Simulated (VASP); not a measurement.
```
CELL_PARAMETERS angstrom
      2.86136     0.00000     0.00000
      0.00000     2.86136     0.00000
      0.00000     0.00000     2.86136
ATOMIC_POSITIONS crystal
  Al 0.50000 0.50000 0.50000
  Ni 0.00000 0.00000 0.00000
```

These are MS2 meta-GGA, VASP's PBE PAW potentials (set 64) (plane waves; VASP) values and carry that method's errors. Settings: 520 eV cut-off, 14×14×14 Γ-centred mesh, tetrahedra with Blöchl corrections, potentials Al Ni.

Problem. Estimate the energy per atom (σ→0), band gap (over mesh and band path) with the smallest direct gap where there is one.

Solution. 
```json
{
  "band gap (over mesh and band path)": "none (metal, semimetal or under 0.01 eV)",
  "energy per atom (σ→0)": "-8.352 eV/atom"
}
```

The absolute energy has meaning only against runs of the same code, potentials and settings.

The compound is NiAl in the CsCl type structure. It was relaxed first. The run is not spin-polarised, so no magnetic state was tried. The electron count is odd and the run is not spin-polarised, which forces a metal.
